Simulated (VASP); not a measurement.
# LaMg6Mn (Amm2) in VASP: reference runs

How does LaMg6Mn come out in PBE? The cell is run as given and disturbed.

Everything below comes from runs of VASP 6.6.1. Logs are shortened: lines on timing, memory, paths and dates and some standing lists are left out, and cuts for length are marked.

## Step 1: Starting point

Symmetry: Amm2, No. 38, orthorhombic system. Conventional cell: a = 5.116 Å, b = 6.630 Å, c = 11.516 Å, α = 90.00°, β = 90.00°, γ = 90.00°. La (site symmetry mm2) is surrounded by 2 Mn at 3.16 Å and 10 Mg at 3.23 to 3.42 Å. Around Mn (site symmetry mm2) lie 10 Mg at 3.16 to 3.44 Å and 2 La at 3.16 Å. Mg (site symmetry mm2) has 10 Mg at 3.16 to 3.42 Å and 2 La at 3.32 Å as nearest neighbours. Around Mg (site symmetry m) lie 8 Mg at 3.14 to 3.46 Å and 2 Mn at 3.16 Å and 2 La at 3.23 to 3.42 Å. Mg (site symmetry mm2) is surrounded by 10 Mg at 3.23 to 3.35 Å and 2 Mn at 3.32 Å. Mg (site symmetry m) is surrounded by 8 Mg at 3.14 to 3.46 Å and 2 Mn at 3.20 to 3.44 Å and 2 La at 3.29 Å.

The cell comes from a database or a generator and needn't be the stable form of this composition.

## Step 2: Single point, PBE, collinear spin, ferromagnetic start

Input file INCAR:

```
ALGO     = Normal         # electronic algorithm
EDIFF    = 1E-7           # SCF threshold, eV
ENCUT    = 520            # plane-wave cutoff, eV
GGA      = PE             # functional
ISIF     = 2              # what is computed and relaxed
ISMEAR   = -1             # smearing method
ISPIN    = 2              # spin polarisation
LASPH    = T              # aspherical terms in the spheres
LCHARG   = T              # write CHGCAR
LELF     = T              # ELF
LMAXMIX  = 6              # l up to which the mixer works
LORBIT   = 11             # projections on sites
LREAL    = F              # projectors in reciprocal space
LVHAR    = T            
LWAVE    = F              # write WAVECAR
MAGMOM   = 0 4 0 0 0 0 0 0 # initial moments
NBANDS   = 32             # bands
NELM     = 120            # most SCF steps
PREC     = Accurate       # precision mode
SIGMA    = 0.05           # smearing width, eV
```

Input file KPOINTS:

```
k-points
0
Gamma
  5 5 5
```

Input file POSCAR:

```
LaMg6Mn
1.0
    5.1161150000      0.0000000000      0.0000000000
    0.0000000000      3.3151520000      5.7580140000
    0.0000000000     -3.3151520000      5.7580140000
La Mn Mg
1 1 6
Direct
    0.5000000000      0.6748660000      0.6748660000
    0.0000000000      0.8361220000      0.8361220000
    0.5000000000      0.1625480000      0.1625480000
    0.5000000000      0.1578490000      0.6803110000
    0.5000000000      0.6803110000      0.1578490000
    0.0000000000      0.3333210000      0.3333210000
    0.0000000000      0.3164810000      0.8385030000
    0.0000000000      0.8385030000      0.3164810000
```

Potentials or basis: VASP PAW PBE potentials, release 64 (La, Mn_pv, Mg).

Command:

```sh
$ cat potpaw_PBE.64/La/POTCAR potpaw_PBE.64/Mn_pv/POTCAR potpaw_PBE.64/Mg/POTCAR > POTCAR
$ mpirun -np 1 vasp_std > vasp.out
```

OUTCAR:

```text
EDIFF = 1E-7
   ENCUT = 520
   GGA = PE
   ISIF = 2
   ISMEAR = -1
   ISPIN = 2
   LASPH = T
   LORBIT = 11
   LREAL = F
   NELM = 120
   PREC = Accurate

 ion  position               nearest neighbor table
   1  0.500  0.675  0.675-   2 3.16   2 3.16   5 3.23   4 3.23   8 3.29   7 3.29   7 3.29   8 3.29
                             3 3.32   3 3.32   4 3.42   5 3.42
   2  0.000  0.836  0.836-   4 3.16   5 3.16   4 3.16   5 3.16   1 3.16   1 3.16   8 3.20   7 3.20
                             6 3.32   6 3.32
   3  0.500  0.163  0.163-   7 3.16   8 3.16   7 3.16   8 3.16   4 3.22   5 3.22   6 3.23   6 3.23
                             1 3.32   1 3.32   5 3.42   4 3.42
   4  0.500  0.158  0.680-   7 3.14   7 3.14   2 3.16   2 3.16   5 3.17   3 3.22   1 3.23   6 3.24
                             6 3.24   1 3.42   3 3.42   5 3.46
   5  0.500  0.680  0.158-   8 3.14   8 3.14   2 3.16   2 3.16   4 3.17   3 3.22   1 3.23   6 3.24
                             6 3.24   1 3.42   3 3.42   4 3.46
   6  0.000  0.333  0.333-   3 3.23   3 3.23   5 3.24   4 3.24   4 3.24   5 3.24   8 3.30   7 3.30
                             2 3.32   2 3.32   8 3.35   7 3.35
   7  0.000  0.316  0.839-   4 3.14   4 3.14   3 3.16   3 3.16   8 3.17   2 3.20   1 3.29   1 3.29
                             6 3.30   6 3.35   8 3.46
   8  0.000  0.839  0.316-   5 3.14   5 3.14   3 3.16   3 3.16   7 3.17   2 3.20   1 3.29   1 3.29
                             6 3.30   6 3.35   7 3.46

  LATTYP: Found a base centered orthorhombic cell.
 ALAT       =     6.6303040000
 B/A-ratio  =     1.7368778264
 C/A-ratio  =     0.7716260069

  Lattice vectors:

 A1 = (   0.0000000000,   3.3151520000,  -5.7580140000)
 A2 = (   0.0000000000,   3.3151520000,   5.7580140000)
 A3 = (   5.1161150000,   0.0000000000,   0.0000000000)

Analysis of symmetry for initial positions (statically):
=====================================================================
 Subroutine PRICEL returns:
 Original cell was already a primitive cell.

 Routine SETGRP: Setting up the symmetry group for a
 base centered orthorhombic supercell.

 Subroutine GETGRP returns: Found  4 space group operations
 (whereof  4 operations were pure point group operations)
 out of a pool of  8 trial point group operations.

The static configuration has the point symmetry C_2v.

Analysis of symmetry for dynamics (positions and initial velocities):
=====================================================================
 Subroutine PRICEL returns:
 Original cell was already a primitive cell.

 Routine SETGRP: Setting up the symmetry group for a
 base centered orthorhombic supercell.

 Subroutine GETGRP returns: Found  4 space group operations
 (whereof  4 operations were pure point group operations)
 out of a pool of  8 trial point group operations.

[... 179 lines left out ...]
 fundamental gap:      0.0110562923
 Fermi energy:         3.7154262569

 spin component 1

 k-point     1 :       0.0000    0.0000    0.0000
  band No.  band energies     occupation
      1     -46.4588      1.00000
      2     -46.4068      1.00000
      3     -46.3828      1.00000
      4     -28.8596      1.00000
      5     -12.6639      1.00000
      6     -12.6570      1.00000
[... 781 lines left out ...]
     29       5.8350      0.00000
     30       5.8650      0.00000

 [... further k-points ...]

 spin component 2

 k-point     1 :       0.0000    0.0000    0.0000
  band No.  band energies     occupation
      1     -42.4177      1.00000
      2     -42.4060      1.00000
      3     -42.3811      1.00000
      4     -28.8784      1.00000
      5     -12.6957      1.00000
      6     -12.6950      1.00000
[... 781 lines left out ...]
     29       5.9571      0.00000
     30       6.0417      0.00000

 [... further k-points ...]

 [bands above 30 left out]

------------------------ aborting loop because EDIFF is reached ----------------------------------------

  FORCE on cell =-STRESS in cart. coord.  units (eV):
  Direction    XX          YY          ZZ          XY          YZ          ZX
  --------------------------------------------------------------------------------------
  -------------------------------------------------------------------------------------
  Total       -0.5405914     -0.4469611     -0.1903820      0.0000000      0.0000000      0.0000000
  in kB       -4.4343836     -3.6663491     -1.5616728      0.0000000      0.0000000      0.0000000
  external PRESSURE =      -3.2208018 kB  Pullay stress =       0.0000000 kB

 VOLUME and BASIS-vectors are now :
 -----------------------------------------------------------------------------
  energy-cutoff  :      520.00
  volume of cell :      195.32
      direct lattice vectors                 reciprocal lattice vectors
     5.116115000  0.000000000  0.000000000     0.195460814  0.000000000  0.000000000
     0.000000000  3.315152000  5.758014000     0.000000000  0.150822647  0.086835496
     0.000000000 -3.315152000  5.758014000     0.000000000 -0.150822647  0.086835496

 POSITION                                       TOTAL-FORCE (eV/Angst)
 -----------------------------------------------------------------------------------
      2.55806      0.00000      7.77178         0.000000      0.000000      0.040260
      0.00000      0.00000      9.62880         0.000000      0.000000      0.073955
      2.55806      0.00000      1.87191         0.000000      0.000000     -0.009032
      2.55806     -1.73204      4.82614         0.000000     -0.032604      0.057555
      2.55806      1.73204      4.82614         0.000000      0.032604      0.057555
      0.00000      0.00000      3.83853         0.000000      0.000000     -0.031474
      0.00000     -1.73058      6.65041         0.000000     -0.044978     -0.094409
      0.00000      1.73058      6.65041         0.000000      0.044978     -0.094409
 -----------------------------------------------------------------------------------
    total drift:                                0.000000     -0.000000     -0.000119

  FREE ENERGIE OF THE ION-ELECTRON SYSTEM (eV)
  ---------------------------------------------------
  free  energy   TOTEN  =       -21.8738772609 eV

  energy  without entropy=      -21.8349683948  energy(sigma->0) =      -21.85442283

 total charge

# of ion       s       p       d       f       tot
--------------------------------------------------
    1        2.043   5.590   0.920   0.075   8.628
    2        0.324   6.130   4.909   0.000  11.363
    3        0.226   0.124   0.011   0.000   0.362
    4        0.220   0.125   0.011   0.000   0.356
    5        0.220   0.125   0.011   0.000   0.356
    6        0.191   0.109   0.011   0.000   0.310
    7        0.225   0.120   0.011   0.000   0.357
    8        0.225   0.120   0.011   0.000   0.357
--------------------------------------------------
tot          3.674  12.444   5.896   0.075  22.088

 magnetization (x)

# of ion       s       p       d       f       tot
--------------------------------------------------
    1       -0.002   0.007  -0.049  -0.003  -0.047
    2        0.056   0.034   3.751   0.000   3.841
    3        0.004   0.004  -0.000   0.000   0.008
    4       -0.004  -0.006   0.000   0.000  -0.010
    5       -0.004  -0.006   0.000   0.000  -0.010
    6       -0.006  -0.003  -0.000   0.000  -0.010
    7       -0.002  -0.005   0.000   0.000  -0.007
    8       -0.002  -0.005   0.000   0.000  -0.007
--------------------------------------------------
tot          0.039   0.021   3.702  -0.003   3.759
```

OSZICAR:

```text
N       E                     dE             d eps       ncg     rms          rms(c)
DAV:   1     0.228586836967E+03    0.22859E+03   -0.15010E+04  4208   0.112E+03
DAV:   2     0.127700919872E+02   -0.21582E+03   -0.20305E+03  3872   0.241E+02
[... 13 lines left out ...]
DAV:  16    -0.218738673421E+02    0.15963E-04   -0.23435E-04  5408   0.726E-02    0.405E-02
DAV:  17    -0.218738752775E+02   -0.79354E-05   -0.23749E-05  5784   0.270E-02    0.261E-02
DAV:  18    -0.218738776231E+02   -0.23457E-05   -0.38787E-06  5352   0.136E-02    0.143E-02
DAV:  19    -0.218738772855E+02    0.33765E-06   -0.27331E-06  5544   0.117E-02    0.583E-03
DAV:  20    -0.218738773192E+02   -0.33758E-07   -0.16920E-06  5680   0.834E-03    0.340E-03
DAV:  21    -0.218738772609E+02    0.58294E-07   -0.20001E-07  3368   0.283E-03
   1 F= -.21873877E+02 E0= -.21854423E+02  d E =-.389089E-01  mag=     3.8811
```

stdout:

```text
POSCAR found type information on POSCAR LaMnMg
 POSCAR found :  3 types and       8 ions
 scaLAPACK will be used
 LDA part: xc-table for (Slater+PW92), standard interpolation
 POSCAR, INCAR and KPOINTS ok, starting setup
 FFT: planning ... GRIDC
 FFT: planning ... GRID_SOFT
 FFT: planning ... GRID
 WAVECAR not read
 entering main loop
```

Wall time 4.9 min (1 thread of Intel Xeon 6975P-C (Granite Rapids), shared host); peak memory 0.56 GiB.

What came out:

```
Free energy                                           : -21.8739 eV
Pressure                                              : -0.3 GPa
Largest force                                         : 0.105 eV/Å
Band gap on the k mesh                                : none (metal or under the smearing width)
Net moment                                            : 3.88 μB per cell
Site moments                                          : La -0.05; Mn +3.84; Mg +0.01, -0.01 μB
Valence electrons inside the program's atomic spheres : La 8.63; Mn 11.36; Mg 0.36, 0.31
```

Forces in eV/Å, atoms in the order of the input:
```
La   0.000  0.000  0.040
Mn   0.000  0.000  0.074
Mg   0.000  0.000 -0.009
Mg   0.000 -0.033  0.058
Mg   0.000  0.033  0.058
Mg   0.000  0.000 -0.031
Mg   0.000 -0.045 -0.094
Mg   0.000  0.045 -0.094
```

The run has no spin-orbit coupling, so splittings on La are missing.

## Step 3: Single point, PBE, collinear spin, ferromagnetic start (atoms moved at random, drawn with an rms of 0.05 Å)

Input file INCAR:

```
ALGO = Normal
EDIFF = 1E-7
ENCUT = 520
GGA = PE
ISIF = 2
ISMEAR = -1
ISPIN = 2
LASPH = True
LCHARG = True
LELF = True
LMAXMIX = 6
LORBIT = 11
LREAL = False
LVHAR = True
LWAVE = False
MAGMOM = 0 4 0 0 0 0 0 0
NBANDS = 32
NELM = 120
PREC = Accurate
SIGMA = 0.05
```

KPOINTS is that of step 2.

Input file POSCAR:

```
LaMg6Mn
1.0
    5.1161150000      0.0000000000      0.0000000000
    0.0000000000      3.3151520000      5.7580140000
    0.0000000000     -3.3151520000      5.7580140000
La Mn Mg
1 1 6
Direct
    0.4949320000      0.6803840000      0.6712500000
    0.0006760000      0.8382190000      0.8281400000
    0.4976110000      0.1555850000      0.1601110000
    0.4949420000      0.1653160000      0.6776360000
    0.5013730000      0.6798390000      0.1512700000
    0.0005670000      0.3272570000      0.3329140000
   -0.0007430000      0.3142190000      0.8424550000
    0.0051820000      0.8295210000      0.3213870000
```

Potentials or basis: VASP PAW PBE potentials, release 64 (La, Mn_pv, Mg).

Command:

```sh
$ cat potpaw_PBE.64/La/POTCAR potpaw_PBE.64/Mn_pv/POTCAR potpaw_PBE.64/Mg/POTCAR > POTCAR
$ mpirun -np 1 vasp_std > vasp.out
```

Run time: 13 min. Hardware: 1 thread of Intel Xeon 6975P-C (Granite Rapids), shared host; peak memory 0.85 GiB.

The run converged. Its results:

```yaml
Free_energy: -21.8541 eV
Pressure: -0.3 GPa
Largest_force: 0.249 eV/Å
Band_gap_on_the_k_mesh: none (metal or under the smearing width)
Net_moment: 3.86 μB per cell
Site_moments: La -0.05; Mn +3.83; Mg +0.01, -0.01 μB
Valence_electrons_inside_the_program's_atomic_spheres: La 8.63; Mn 11.37; Mg 0.36, 0.35, 0.31
```

Forces on the atoms (eV/Å):
```
La   0.182 -0.124 -0.030
Mn  -0.044 -0.035  0.132
Mg   0.049  0.116  0.054
Mg   0.054 -0.055 -0.042
Mg   0.009 -0.042  0.152
Mg  -0.025 -0.007 -0.020
Mg  -0.069  0.019 -0.100
Mg  -0.157  0.128 -0.145
```

Stress tensor (GPa, compression positive):
```
-0.42 -0.09  0.06
-0.09 -0.47 -0.27
 0.06 -0.27  0.01
```

Levels at points of the mesh, in eV from the Fermi level:
Spin up:
| k point | band 17 | band 18 | band 19 | band 20 | band 21 | band 22 | band 23 | band 24 |
| --- | --- | --- | --- | --- | --- | --- | --- | --- |
| (0.00, 0.00, 0.00) | -1.60 | -0.91 | -0.84 | -0.66 | 0.35 | 0.65 | 0.76 | 1.86 |
Spin down:
| k point | band 12 | band 13 | band 14 | band 15 | band 16 | band 17 | band 18 | band 19 | band 20 | band 21 |
| --- | --- | --- | --- | --- | --- | --- | --- | --- | --- | --- |
| (0.00, 0.00, 0.00) | -2.10 | -1.18 | -0.93 | -0.81 | -0.15 | -0.05 | 0.36 | 0.81 | 0.89 | 1.02 |

The run has no spin-orbit coupling, so splittings on La are missing.
